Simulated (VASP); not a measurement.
Method: revPBE GGA, VASP's PBE PAW potentials (set 64) (plane waves; VASP).

Input for VASP

### POSCAR
```
TiO2
1
   -1.8905706824     1.8905706824     4.8475782638
    1.8905706824    -1.8905706824     4.8475782638
    1.8905706824     1.8905706824    -4.8475782638
Ti O
2 4
Direct
  0.7500000000   0.2500000000   0.5000000000
  0.0000000000   0.0000000000   0.0000000000
  0.5441932601   0.0441932601   0.5000000000
  0.7941932601   0.7941932601   0.0000000000
  0.2058067399   0.2058067399   0.0000000000
  0.9558067399   0.4558067399   0.5000000000
```

### KPOINTS
```
Automatic mesh
0
Gamma
8 8 8
0 0 0
```

INCAR:
```
! general
SYSTEM  = TiO2
PREC    = Accurate
ENCUT   = 520
LREAL   = .FALSE.
LASPH   = .TRUE.

! electronic loop
EDIFF   = 1E-7
NELM    = 100
ALGO    = Normal
LMAXMIX = 4

! smearing
ISMEAR  = 0
SIGMA   = 0.05

! functional
GGA     = RE

! ions
IBRION  = 2
NSW     = 30
ISIF    = 4
EDIFFG  = -0.01

! output
LWAVE   = .FALSE.
LCHARG  = .FALSE.
```

POTCAR, in this order: Ti_sv O (PBE.64 set). Program: vasp_std.

Output

File OSZICAR:
```
       N       E                     dE             d eps       ncg     rms          rms(c)
DAV:   1     0.692058021859E+03    0.69206E+03   -0.25114E+04  3304   0.199E+03
DAV:   2     0.557016004649E+02   -0.63636E+03   -0.61512E+03  3632   0.580E+02
DAV:   3    -0.632695576012E+02   -0.11897E+03   -0.11642E+03  5020   0.219E+02
DAV:   4    -0.688039539400E+02   -0.55344E+01   -0.55284E+01  4588   0.507E+01
DAV:   5    -0.690466770885E+02   -0.24272E+00   -0.24267E+00  4624   0.856E+00    0.325E+01
DAV:   6    -0.521211686113E+02    0.16926E+02   -0.12075E+02  4260   0.104E+02    0.119E+01
DAV:   7    -0.517793567121E+02    0.34181E+00   -0.16895E+01  4360   0.324E+01    0.784E+00
DAV:   8    -0.519002010164E+02   -0.12084E+00   -0.40386E+00  4224   0.188E+01    0.394E+00
DAV:   9    -0.517379717912E+02    0.16223E+00   -0.15218E+00  4444   0.108E+01    0.100E+00
DAV:  10    -0.517517468094E+02   -0.13775E-01   -0.10657E-01  3980   0.254E+00    0.364E-01
DAV:  11    -0.517497257489E+02    0.20211E-02   -0.16142E-02  4052   0.881E-01    0.658E-02
DAV:  12    -0.517500718465E+02   -0.34610E-03   -0.15455E-03  4092   0.368E-01    0.102E-01
DAV:  13    -0.517499909241E+02    0.80922E-04   -0.45453E-04  4564   0.193E-01    0.173E-02
DAV:  14    -0.517500035249E+02   -0.12601E-04   -0.97024E-05  4684   0.847E-02    0.223E-02
DAV:  15    -0.517500003020E+02    0.32229E-05   -0.30694E-05  4644   0.555E-02    0.346E-03
DAV:  16    -0.517500004370E+02   -0.13504E-06   -0.72061E-07  3752   0.794E-03    0.206E-03
DAV:  17    -0.517500004228E+02    0.14230E-07   -0.14413E-07  2352   0.354E-03
   1 F= -.51750000E+02 E0= -.51750000E+02  d E =-.517500E+02
       N       E                     dE             d eps       ncg     rms          rms(c)
DAV:   1    -0.517516859640E+02   -0.16855E-02   -0.14507E+00  3312   0.782E+00    0.232E-01
DAV:   2    -0.517533915206E+02   -0.17056E-02   -0.25989E-02  3776   0.120E+00    0.163E-01
DAV:   3    -0.517529580142E+02    0.43351E-03   -0.96341E-04  4328   0.281E-01    0.935E-02
DAV:   4    -0.517528322035E+02    0.12581E-03   -0.54317E-04  3872   0.207E-01    0.183E-02
DAV:   5    -0.517528395624E+02   -0.73589E-05   -0.91498E-05  3712   0.738E-02    0.124E-02
DAV:   6    -0.517528394099E+02    0.15250E-06   -0.53008E-06  4680   0.171E-02    0.473E-03
DAV:   7    -0.517528389909E+02    0.41900E-06   -0.32058E-06  4020   0.163E-02    0.151E-03
DAV:   8    -0.517528389684E+02    0.22493E-07   -0.41820E-07  3048   0.513E-03
   2 F= -.51752839E+02 E0= -.51752839E+02  d E =-.283855E-02
       N       E                     dE             d eps       ncg     rms          rms(c)
DAV:   1    -0.517528555213E+02   -0.16530E-04   -0.22063E-02  3344   0.964E-01    0.283E-02
DAV:   2    -0.517528804870E+02   -0.24966E-04   -0.38826E-04  3768   0.147E-01    0.198E-02
DAV:   3    -0.517528736554E+02    0.68316E-05   -0.14072E-05  4316   0.338E-02    0.106E-02
DAV:   4    -0.517528721997E+02    0.14558E-05   -0.78673E-06  3856   0.244E-02    0.229E-03
DAV:   5    -0.517528722816E+02   -0.81891E-07   -0.13315E-06  3612   0.898E-03    0.154E-03
DAV:   6    -0.517528722650E+02    0.16509E-07   -0.54633E-08  1988   0.212E-03
   3 F= -.51752872E+02 E0= -.51752872E+02  d E =-.287184E-02
       N       E                     dE             d eps       ncg     rms          rms(c)
DAV:   1    -0.517566617396E+02   -0.37895E-02   -0.59905E-01  3304   0.687E+00    0.425E-01
DAV:   2    -0.517559529885E+02    0.70875E-03   -0.24691E-02  3656   0.129E+00    0.243E-01
DAV:   3    -0.517547579963E+02    0.11950E-02   -0.25592E-03  3968   0.503E-01    0.306E-02
DAV:   4    -0.517547795010E+02   -0.21505E-04   -0.28464E-04  3980   0.145E-01    0.141E-02
DAV:   5    -0.517547821728E+02   -0.26718E-05   -0.10806E-05  4588   0.298E-02    0.612E-03
DAV:   6    -0.517547830746E+02   -0.90176E-06   -0.25867E-06  4320   0.129E-02    0.230E-03
DAV:   7    -0.517547833273E+02   -0.25280E-06   -0.44056E-07  3276   0.530E-03    0.102E-03
DAV:   8    -0.517547833308E+02   -0.34597E-08   -0.53219E-08  2080   0.231E-03
   4 F= -.51754783E+02 E0= -.51754783E+02  d E =-.191107E-02
       N       E                     dE             d eps       ncg     rms          rms(c)
DAV:   1    -0.517701049519E+02   -0.15322E-01   -0.41746E+00  3304   0.182E+01    0.113E+00
DAV:   2    -0.517651575093E+02    0.49474E-02   -0.17329E-01  3660   0.338E+00    0.644E-01
DAV:   3    -0.517567983110E+02    0.83592E-02   -0.17895E-02  3976   0.133E+00    0.104E-01
DAV:   4    -0.517568854199E+02   -0.87109E-04   -0.22337E-03  4196   0.404E-01    0.428E-02
DAV:   5    -0.517568867751E+02   -0.13553E-05   -0.16241E-04  4356   0.113E-01    0.258E-02
DAV:   6    -0.517568965353E+02   -0.97602E-05   -0.22416E-05  3916   0.494E-02    0.494E-03
DAV:   7    -0.517568978493E+02   -0.13140E-05   -0.40589E-06  4088   0.163E-02    0.306E-03
DAV:   8    -0.517568980437E+02   -0.19443E-06   -0.57593E-07  3148   0.684E-03    0.697E-04
DAV:   9    -0.517568980032E+02    0.40518E-07   -0.51565E-08  2088   0.244E-03
   5 F= -.51756898E+02 E0= -.51756898E+02  d E =-.402574E-02
```

OUTCAR:
```
------------------------ aborting loop because EDIFF is reached ----------------------------------------
  FORCE on cell =-STRESS in cart. coord.  units (eV):
  Direction    XX          YY          ZZ          XY          YZ          ZX
  --------------------------------------------------------------------------------------
  Total        2.2473516      2.2473516      2.2688929      0.0000000     -0.0000000      0.0000000
  in kB       51.9530368     51.9530368     52.4510185      0.0000000     -0.0000000      0.0000000
  external PRESSURE =      52.1190307 kB  Pullay stress =       0.0000000 kB
  volume of cell :       69.31
      direct lattice vectors                 reciprocal lattice vectors
    -1.900610775  1.900610775  4.796498280     0.000000000  0.263073327  0.104242714
     1.900610775 -1.900610775  4.796498280     0.263073327  0.000000000  0.104242714
     1.900610775  1.900610775 -4.796498280     0.263073327  0.263073327  0.000000000
 POSITION                                       TOTAL-FORCE (eV/Angst)
 -----------------------------------------------------------------------------------
      0.00000      1.90061      2.39825         0.000000      0.000000      0.000000
      0.00000      0.00000     -0.00000         0.000000      0.000000      0.000000
      0.00000      1.90061      0.40049         0.000000     -0.000000     -0.002854
      0.00000      0.00000      7.59524        -0.000000      0.000000     -0.002854
      0.00000      0.00000      1.99776        -0.000000      0.000000      0.002854
     -0.00000      1.90061      4.39601         0.000000     -0.000000      0.002854
 -----------------------------------------------------------------------------------
    total drift:                               -0.000000     -0.000000     -0.000000
  FREE ENERGIE OF THE ION-ELECTRON SYSTEM (eV)
  ---------------------------------------------------
  free  energy   TOTEN  =       -51.7568980032 eV

  energy  without entropy=      -51.7568980032  energy(sigma->0) =      -51.75689800

 reached required accuracy - stopping structural energy minimisation
```
(Selected blocks of OUTCAR.)

CONTCAR:
```
TiO2
   1.00000000000000
    -1.9006107750385537    1.9006107750385537    4.7964982804630596
     1.9006107750385537   -1.9006107750385537    4.7964982804630596
     1.9006107750385537    1.9006107750385537   -4.7964982804630596
  Ti              O
     2     4
Direct
     0.7500000000000000    0.2500000000000000    0.5000000000000000
     0.0000000000000000    0.0000000000000000    0.0000000000000000
     0.5417481044021941    0.0417481044021942    0.5000000000000000
     0.7917481044021941    0.7917481044021941    0.0000000000000000
     0.2082518955978058    0.2082518955978058    0.0000000000000000
     0.9582518955978059    0.4582518955978058    0.5000000000000000
```

File OUTCAR:
```
 val. band max:        3.3364387879   @ k =  -0.3750   0.3750   0.0000

 cond. band min:       5.4678409962   @ k =   0.0000   0.0000   0.0000


 Fermi energy:         3.6806556450

 k-point     1 :       0.0000    0.0000    0.0000
  band No.  band energies     occupation
      1     -53.2072      2.00000
      2     -53.1528      2.00000
      3     -29.5899      2.00000
      4     -29.3692      2.00000
      5     -29.3692      2.00000
      6     -29.3035      2.00000
      7     -29.3035      2.00000
      8     -29.2274      2.00000
      9     -14.2914      2.00000
     10     -13.3070      2.00000
     11     -13.1955      2.00000
     12     -12.8492      2.00000
     13      -0.5025      2.00000
     14      -0.3913      2.00000
     15      -0.3913      2.00000
     16      -0.0068      2.00000
     17       1.3490      2.00000
     18       1.3490      2.00000
     19       1.3869      2.00000
     20       2.5855      2.00000
     21       2.5855      2.00000
     22       2.5893      2.00000
     23       2.9125      2.00000
     24       2.9125      2.00000
     25       5.4678      0.00000
     26       6.1631      0.00000
     27       7.2736      0.00000
     28       7.2823      0.00000

 k-point     2 :       0.1250    0.0000   -0.0000
  band No.  band energies     occupation
      1     -53.2054      2.00000
      2     -53.1540      2.00000
      3     -29.5860      2.00000
      4     -29.3875      2.00000
      5     -29.3705      2.00000
      6     -29.3110      2.00000
      7     -29.3013      2.00000
      8     -29.2282      2.00000
      9     -14.2110      2.00000
     10     -13.2647      2.00000
     11     -13.1716      2.00000
     12     -12.8341      2.00000
     13      -0.6358      2.00000
     14      -0.5018      2.00000
     15      -0.3772      2.00000
     16      -0.0178      2.00000
     17       1.2723      2.00000
     18       1.3276      2.00000
     19       1.4906      2.00000
     20       2.2460      2.00000
...
```

The compound is TiO2 in the anatase structure, one of several forms; rutile is the usual stable one. This cell is one point of a volume scan, at 0.97 of the reference volume. Symmetry was kept, so distortions that lower it aren't found.
